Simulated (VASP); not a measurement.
Consider the following.

```
CELL_PARAMETERS angstrom
      0.00000     2.96893     2.96893
      2.96893     0.00000     2.96893
      2.96893     2.96893     0.00000
ATOMIC_POSITIONS crystal
  Mg 0.00000 0.00000 0.00000
  Se 0.25000 0.25000 0.25000
```

These are r2SCAN meta-GGA with spin-orbit coupling, VASP's PBE PAW potentials (set 64) (plane waves; VASP) values and carry that method's errors. Run with 400 eV cut-off, 7×7×7 Γ-centred mesh, Gaussian smearing of 0.050 eV, potentials Mg Se.

Give the energies of bands 3 to 15 at the high-symmetry points, in eV from the valence-band maximum.

```json
[
 {"band": "3", "Γ": "-0.38", "X": "-3.07", "U": "-2.80", "L": "-3.35", "W": "-2.66"},
 {"band": "4", "Γ": "-0.38", "X": "-3.07", "U": "-2.71", "L": "-3.35", "W": "-2.50"},
 {"band": "5", "Γ": "0.00", "X": "-1.34", "U": "-2.14", "L": "-0.61", "W": "-2.15"},
 {"band": "6", "Γ": "0.00", "X": "-1.34", "U": "-2.02", "L": "-0.61", "W": "-1.95"},
 {"band": "7", "Γ": "0.00", "X": "-1.15", "U": "-1.01", "L": "-0.38", "W": "-1.52"},
 {"band": "8", "Γ": "0.00", "X": "-1.15", "U": "-1.00", "L": "-0.38", "W": "-1.51"},
 {"band": "9", "Γ": "3.22", "X": "3.76", "U": "4.67", "L": "4.79", "W": "5.53"},
 {"band": "10", "Γ": "3.22", "X": "3.76", "U": "4.68", "L": "4.79", "W": "5.53"},
 {"band": "11", "Γ": "7.65", "X": "5.39", "U": "6.87", "L": "7.40", "W": "7.74"},
 {"band": "12", "Γ": "7.65", "X": "5.39", "U": "6.92", "L": "7.40", "W": "7.84"},
 {"band": "13", "Γ": "7.66", "X": "11.53", "U": "9.74", "L": "7.41", "W": "8.13"},
 {"band": "14", "Γ": "7.66", "X": "11.53", "U": "9.75", "L": "7.41", "W": "8.14"},
 {"band": "15", "Γ": "7.66", "X": "12.10", "U": "10.05", "L": "8.69", "W": "8.18"}
]
```

The gap is direct, 3.22 eV, from the valence maximum at Γ to the conduction minimum at Γ.

The structure comes from a computed database's MgSe entry (F-43m); how it stands against other phases isn't given here. The cell was not relaxed at this level.
